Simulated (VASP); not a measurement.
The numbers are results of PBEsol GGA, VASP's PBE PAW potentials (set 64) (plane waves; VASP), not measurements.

A VASP calculation is set up with these files.

POSCAR:
```
K
1
   -2.6061491412     2.6061491412     2.6061491412
    2.6061491412    -2.6061491412     2.6061491412
    2.6061491412     2.6061491412    -2.6061491412
K
1
Direct
  0.0000000000   0.0000000000   0.0000000000
```

**INCAR**
```
! general
SYSTEM = K
PREC   = Accurate
ENCUT  = 400
LREAL  = F
LASPH  = T

! electronic loop
EDIFF  = 1E-6
NELM   = 100
ALGO   = Normal

! smearing
ISMEAR = 1
SIGMA  = 0.1

! functional
GGA    = PS

! ions
IBRION = 2
NSW    = 60
ISIF   = 3
EDIFFG = -0.01

! output
LWAVE  = F
LCHARG = F
```

**KPOINTS**
```
Automatic mesh
0
Gamma
 9 9 9
```

POTCAR, in this order: K_sv (PBE.64 set). Program: vasp_std.

The resulting files:

OSZICAR:
```
       N       E                     dE             d eps       ncg     rms          rms(c)
DAV:   1     0.366408133576E+02    0.36641E+02   -0.32961E+03   560   0.709E+02
DAV:   2    -0.199494374074E-01   -0.36661E+02   -0.36311E+02   560   0.194E+02
DAV:   3    -0.112670040675E+01   -0.11068E+01   -0.11068E+01   896   0.288E+01
DAV:   4    -0.113867625889E+01   -0.11976E-01   -0.11976E-01   872   0.289E+00
DAV:   5    -0.113896377468E+01   -0.28752E-03   -0.28752E-03   936   0.195E-01    0.205E+00
DAV:   6    -0.113692063419E+01    0.20431E-02   -0.36987E-03   936   0.501E-01    0.133E+00
DAV:   7    -0.113643279975E+01    0.48783E-03   -0.65765E-03   824   0.614E-01    0.912E-02
DAV:   8    -0.113643685675E+01   -0.40570E-05   -0.48005E-04   896   0.280E-01    0.314E-02
DAV:   9    -0.113645240105E+01   -0.15544E-04   -0.18576E-05   888   0.446E-02    0.247E-02
DAV:  10    -0.113645076976E+01    0.16313E-05   -0.78381E-06   936   0.246E-02    0.358E-03
DAV:  11    -0.113645051338E+01    0.25638E-06   -0.13961E-07   600   0.397E-03
   1 F= -.11364505E+01 E0= -.11362984E+01  d E =-.113645E+01
```

OUTCAR:
```
------------------------ aborting loop because EDIFF is reached ----------------------------------------
  FORCE on cell =-STRESS in cart. coord.  units (eV):
  Direction    XX          YY          ZZ          XY          YZ          ZX
  --------------------------------------------------------------------------------------
  Total       -0.0037775     -0.0037775     -0.0037775     -0.0000000      0.0000000     -0.0000000
  in kB       -0.0854782     -0.0854782     -0.0854782     -0.0000000      0.0000000     -0.0000000
  external PRESSURE =      -0.0854782 kB  Pullay stress =       0.0000000 kB
  volume of cell :       70.80
      direct lattice vectors                 reciprocal lattice vectors
    -2.606149141  2.606149141  2.606149141     0.000000000  0.191853947  0.191853947
     2.606149141 -2.606149141  2.606149141     0.191853947  0.000000000  0.191853947
     2.606149141  2.606149141 -2.606149141     0.191853947  0.191853947  0.000000000
 POSITION                                       TOTAL-FORCE (eV/Angst)
 -----------------------------------------------------------------------------------
      0.00000      0.00000      0.00000         0.000000      0.000000      0.000000
 -----------------------------------------------------------------------------------
    total drift:                               -0.000000     -0.000000      0.000000
  FREE ENERGIE OF THE ION-ELECTRON SYSTEM (eV)
  ---------------------------------------------------
  free  energy   TOTEN  =        -1.1364505134 eV

  energy  without entropy=       -1.1359942193  energy(sigma->0) =       -1.13629842

 reached required accuracy - stopping structural energy minimisation
```
(Selected blocks of OUTCAR.)

The compound is K in the bcc structure. It was relaxed first. The start is the result of an earlier pass.
